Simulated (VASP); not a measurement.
Consider the following.

```yaml
crystal:
  lattice:
    - [2.10772, -5.19514, 0.00000]
    - [2.10772, 5.19514, 0.00000]
    - [0.00000, 0.00000, 3.80517]
  atoms:
    - { symbol: Er, position: [0.14006, 0.85994, 0.25000] }
    - { symbol: Er, position: [0.85994, 0.14006, 0.75000] }
    - { symbol: Si, position: [0.42288, 0.57712, 0.25000] }
    - { symbol: Si, position: [0.57712, 0.42288, 0.75000] }
```

Level of theory: r2SCAN meta-GGA, VASP's PBE PAW potentials (set 64) (plane waves; VASP 6.6.1). Run with 400 eV cut-off, 9×9×9 Γ-centred mesh, tetrahedra with Blöchl corrections, potentials Er_3 Si.

The 4f electrons are frozen in the core of the lanthanide potential, so 4f levels, which can set the real gap, and their magnetism are missing.

### Question
Estimate the energy per atom (σ→0), band gap (over mesh and band path) with the smallest direct gap where there is one.

### Answer

| Property | Result |
|---|---|
| band gap (over mesh and band path) | none (metal, semimetal or under 0.01 eV) |
| energy per atom (σ→0) | -22.235 eV/atom |

Total energies compare only between runs with the same potentials, cut-off and functional.

The structure comes from a computed database's ErSi entry (Cmcm); how it stands against other phases isn't given here. It was relaxed first.
